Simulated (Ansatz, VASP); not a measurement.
# Cross-check of Hf12O19 (amorphous HfO1.58) between VASP and Ansatz, part 3 of 3

Wanted: the spread between two codes on one cell, functional and k mesh. Of the first pair: The structure shown is the start of the Ansatz relaxation below; VASP solves that cell, so the two are compared at the walk's first step.

VASP 6.6.1 and Ansatz 0.2.0.

So far. Step 3 (VASP: single point, PBE, start cell, pair 1): The run ends at a pressure of 1.95 GPa, with forces up to 3.2 eV/Å.

## 6. VASP: single point, PBE, relaxed cell, pair 2

Level of this step: PBE; plane waves and PAW (Hf_pv, O) (VASP).

The same cell, functional, mesh and smearing now go to VASP, with its own data sets.

Contents of INCAR:

```
SYSTEM = Hf12O19
PREC = Accurate
ENCUT = 600
EDIFF = 1E-06
NELM = 120
ISMEAR = -1
SIGMA = 0.025
LREAL = Auto
ALGO = Normal
GGA = PE
NBANDS = 280
LASPH = .TRUE.
LORBIT = 11
LWAVE = .FALSE.
LCHARG = .FALSE.
ISIF = 2
GGA_COMPAT = .FALSE.
EFERMI = MIDGAP
NCORE = 2
```

Contents of POSCAR:

```
Hf12O19
1.0
    8.9627530000      0.0587580000      0.1617980000
    0.0587580000     10.3083620000     -0.0068070000
    0.1617980000     -0.0068070000      9.6176710000
Hf O
24 38
Direct
    0.7764700000      0.8413000000      0.0628200000
    0.6308000000      0.9507300000      0.5059400000
    0.2086000000      0.5566300000      0.8267400000
    0.7126300000      0.4283400000      0.2982400000
    0.4359600000      0.6164000000      0.4549500000
    0.8649100000      0.7986400000      0.6943900000
    0.5027600000      0.7207300000      0.8131300000
    0.0402100000      0.2824200000      0.7804200000
    0.7157400000      0.4693600000      0.9082500000
    0.1442100000      0.9041600000      0.8286800000
    0.2993900000      0.9338900000      0.3745800000
    0.0227300000      0.0444600000      0.5588900000
    0.7042500000      0.2180000000      0.6618700000
    0.8360700000      0.5044200000      0.5868700000
    0.4514400000      0.2972200000      0.8910700000
    0.3141700000      0.1661000000      0.6080400000
    0.0277200000      0.6958100000      0.3442300000
    0.6854800000      0.1453200000      0.1250400000
    0.3855800000      0.9758200000      0.0602500000
    0.3702900000      0.2008500000      0.2793700000
    0.0167500000      0.4056600000      0.0971200000
    0.0857300000      0.3229900000      0.4338500000
    0.3811000000      0.6266500000      0.1126300000
    0.0527200000      0.1090600000      0.1667400000
    0.8004600000      0.4807500000      0.1033100000
    0.2426600000      0.6249400000      0.3401600000
    0.8766600000      0.2560500000      0.2159000000
    0.8319900000      0.3736300000      0.7518600000
    0.3491300000      0.8139700000      0.1724800000
    0.3874900000      0.6081400000      0.6697100000
    0.1649400000      0.0920000000      0.7571000000
    0.4499900000      0.0794400000      0.4533100000
    0.6560000000      0.5607700000      0.4652700000
    0.7397600000      0.6173500000      0.7581000000
    0.1868800000      0.5392900000      0.0505700000
    0.6002800000      0.7121600000      0.0043100000
    0.2670200000      0.3460200000      0.7796400000
    0.1504900000      0.9833500000      0.0235200000
    0.7646500000      0.3318700000      0.4943900000
    0.6816900000      0.2692800000      0.9643300000
    0.1722900000      0.2984700000      0.2232300000
    0.4618600000      0.8057700000      0.4491000000
    0.3724300000      0.8823900000      0.8513800000
    0.6334000000      0.8456900000      0.6848500000
    0.8886700000      0.1303400000      0.7264200000
    0.3094600000      0.3169100000      0.4626900000
    0.8957000000      0.7318900000      0.1904700000
    0.0475500000      0.2350600000      0.9930700000
    0.0868400000      0.7089300000      0.7788500000
    0.9014500000      0.8648200000      0.8939100000
    0.0856300000      0.8852800000      0.3695800000
    0.6160700000      0.9828100000      0.0165900000
    0.9337500000      0.6792900000      0.5352900000
    0.4965700000      0.1618400000      0.7397300000
    0.8450200000      0.9254200000      0.5262700000
    0.4083000000      0.1813400000      0.0576800000
    0.8557800000      0.0086700000      0.1561100000
    0.9486800000      0.4864100000      0.3458900000
    0.0548400000      0.4372600000      0.6095000000
    0.4828900000      0.4872300000      0.9524200000
    0.5118300000      0.5348900000      0.2535900000
    0.5830800000      0.2731600000      0.2655200000
```

Contents of KPOINTS:

```
Automatic mesh
0
Gamma
1 1 1
0 0 0
```

Potentials, in the order of the species: Hf_pv and O (PBE family, release 64).

Launch:

```console
$ mpirun -np 8 vasp_gam
```

Numbers of over 12 decimals in the logs are rounded to 6 here.

Output:

```text
[... set-up lines as in an earlier step ...]
 entering main loop
       N       E                     dE             d eps       ncg     rms          rms(c)
DAV:   1     0.464480341923E+04    0.46448E+04   -0.32340E+05   568   0.194E+03
DAV:   2    -0.274605558793E+03   -0.49194E+04   -0.47475E+04   680   0.503E+02
DAV:   3    -0.706253363895E+03   -0.43165E+03   -0.42715E+03   672   0.123E+02
DAV:   4    -0.717682391976E+03   -0.11429E+02   -0.11322E+02   648   0.210E+01
[...]
DAV:  16    -0.613091382210E+03   -0.96454E-05   -0.24955E-05   672   0.121E-02    0.333E-02
DAV:  17    -0.613091385560E+03   -0.33501E-05   -0.11473E-05   672   0.771E-03    0.157E-02
DAV:  18    -0.613091386514E+03   -0.95404E-06   -0.11876E-06   408   0.314E-03
   1 F= -.61309139E+03 E0= -.61309118E+03  d E =-.415513E-03
```

From OUTCAR (step 6):

```text
  Total      -12.8555823    -12.4203257    -11.7203037      0.2678722     -0.0686326     -0.3782387
  in kB      -23.1872765    -22.4022156    -21.1396044      0.4831541     -0.1237909     -0.6822192
  external PRESSURE =     -22.2430322 kB  Pullay stress =       0.0000000 kB

 POSITION                                       TOTAL-FORCE (eV/Angst)
 -----------------------------------------------------------------------------------
      7.01891      8.71762      0.72409         0.022400      0.090238     -0.015876
      5.79143      9.83409      4.96156         0.005165     -0.075868      0.100754
      2.03610      5.74457      7.98128         0.013773      0.028235     -0.014070
      6.46055      4.45533      2.98076         0.009015     -0.034614      0.013610
      4.01723      6.37659      4.44190         0.071132      0.043017     -0.062451
      7.91125      8.27876      6.81292        -0.025749     -0.020475     -0.058252
      4.68003      7.45355      7.89686         0.040680      0.052195     -0.003034
      0.50326      2.90834      7.51041        -0.015928     -0.039465      0.027175
      6.58953      4.87421      8.84786        -0.006850     -0.085623     -0.034666
      1.47972      9.32324      7.98715         0.006342      0.062764      0.086313
      2.79884      9.64192      3.64467         0.012307     -0.052523     -0.003168
      0.29676      0.45584      5.37860        -0.074814     -0.076374      0.100968
      6.43192      2.28410      6.47811         0.084023      0.055864      0.045157
      7.61808      5.24487      5.77616         0.040822     -0.028975     -0.030546
[...]
-----------------------------------------------------------------------------------
    total drift:                                0.001980     -0.008167     -0.004412

  FREE ENERGIE OF THE ION-ELECTRON SYSTEM (eV)
  ---------------------------------------------------
  free  energy   TOTEN  =      -613.0913865140 eV

  energy  without entropy=     -613.0909710009  energy(sigma->0) =     -613.09117876

[... 2 further parts left out ...]
[key lines of the parts left out:]
E-fermi :   5.1058
```

The run ends at a pressure of -2.22 GPa, with forces up to 0.19 eV/Å.

## 7. Side by side

What differs besides the data sets and the points named for the pairs above, as far as they apply: the data sets hold 852 valence electrons in Ansatz (on its default PAW (the set named soft_2) files) and 468 in VASP; the cutoff is 420 eV in Ansatz and 600 eV in VASP (PREC = Accurate, projectors in real space). Total energies have different zeros and are not compared.

Compared:

```csv
quantity,Ansatz,VASP,difference
pressure (GPa),0.00,-2.22,+2.23
gap on the k mesh (eV),0.389,0.382,+0.006
```

Forces on 7 of the 62 atoms, those with the largest forces and the largest differences (eV/Å; atoms numbered as in POSCAR):

```csv
atom,"Ansatz x, y, z","VASP x, y, z"
Hf12,"0.024, -0.030, 0.015","-0.075, -0.076, 0.101"
Hf21,"0.007, -0.011, 0.007","0.005, -0.126, 0.061"
Hf22,"-0.015, 0.015, -0.027","0.088, 0.121, -0.036"
Hf24,"-0.001, 0.006, 0.015","-0.096, 0.064, -0.151"
O45,"-0.001, 0.002, 0.010","0.024, 0.099, -0.091"
O46,"0.004, -0.009, -0.001","-0.091, -0.157, -0.026"
O59,"-0.001, -0.003, 0.004","-0.108, -0.093, -0.040"
```

The forces differ by 51 meV/Å r.m.s., where the r.m.s. force is 0.007 eV/Å in Ansatz and 0.052 eV/Å in VASP: the atoms lie near their places of rest in Ansatz, so a percentage would say little (all taken over all components). A gap on the mesh is an upper bound, since the band edges may lie between its points; neither run holds spin-orbit coupling, which can move the band edges of a compound of Hf.

## 8. Summary of results

| Quantity | Value |
| --- | --- |
| r.m.s. force difference (single point, PBE, start cell, pair 1) | 7.2 % of the r.m.s. force |
| r.m.s. force difference (single point, PBE, relaxed cell, pair 2) | 51 meV/Å |
| difference in pressure (single point, PBE, relaxed cell, pair 2) | 2.2 GPa |

The r.m.s. force difference is 51 meV/Å (single point, PBE, relaxed cell, pair 2), beyond the 12 meV/Å picked in this series as the mark of a large difference. The data sets hold unlike numbers of valence electrons (852 in Ansatz and 468 in VASP), so part of the differences comes from the potentials. What causes the difference of the single point, PBE, start cell, pair 1 pair stays open here. By the marks of this series, far apart in the single point, PBE, relaxed cell, pair 2 pair: the r.m.s. force difference, 51 meV/Å and the difference in pressure, 2.2 GPa. What causes the difference of the single point, PBE, relaxed cell, pair 2 pair stays open here. Such differences can come from data sets, numerical settings and the points named under the comparisons, not from the functional's error against experiment.

[Lines on the potential files, build, host, timing and source positions are cut from VASP's logs without a mark.]

[Logs are printed without paths, hosts, clocks, repeated set-up lines and the standing remarks that a program may print on its own settings, such as how far it seeks lower states.]

[Hosts, paths, dates, database ids (printed as entryN), source tags and the programs' standing remarks are cut or masked in the printed files.]
